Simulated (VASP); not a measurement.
```
CELL_PARAMETERS angstrom
      0.00000     3.10000     3.10000
      3.10000     0.00000     3.10000
      3.10000     3.10000     0.00000
ATOMIC_POSITIONS crystal
  Ba 0.00000 0.00000 0.00000
  F  0.25000 0.25000 0.25000
  F  0.75000 0.75000 0.75000
```

Method: PBE GGA, VASP's PBE PAW potentials (set 64) (plane waves; VASP 6.6.1). Numerical set-up: 800 eV cut-off, 7×7×7 Γ-centred mesh, Gaussian smearing of 0.050 eV, potentials Ba_sv F.

Problem. Give the stress tensor in GPa (positive for a compressed cell).

Solution. 
```
2.43  0.00  0.00
0.00  2.43  0.00
0.00  0.00  2.43
```
The pressure is its mean diagonal, 2.43 GPa.

The compound is BaF2 in the fluorite structure. The cell was not relaxed at this level. The run is one of a series of settings (ENCUT = 800 against the base run), some of them coarse on purpose.
